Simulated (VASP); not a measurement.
Here is the system:

```
CSi
1.0
    0.00000     2.17588     2.17588
    2.17588     0.00000     2.17588
    2.17588     2.17588     0.00000
Si C
1 1
Direct
  0.00000   0.00000   0.00000
  0.25000   0.25000   0.25000
```

These are SCAN meta-GGA, VASP's PBE PAW potentials (set 64) (plane waves; VASP 6.6.1) values and carry that method's errors. Run with 520 eV cut-off, 12×12×12 Γ-centred mesh, tetrahedra with Blöchl corrections, potentials Si C.

Question: Estimate the energy per atom (σ→0), band gap (over mesh and band path) with the smallest direct gap where there is one.

Answer: 
The band gap (over mesh and band path) comes out as 1.71 eV. The smallest direct gap (over mesh and band path) is 5.07 eV. The energy per atom (σ→0) is -10.346 eV/atom.

The compound is SiC in the zinc blende structure. It was relaxed first.
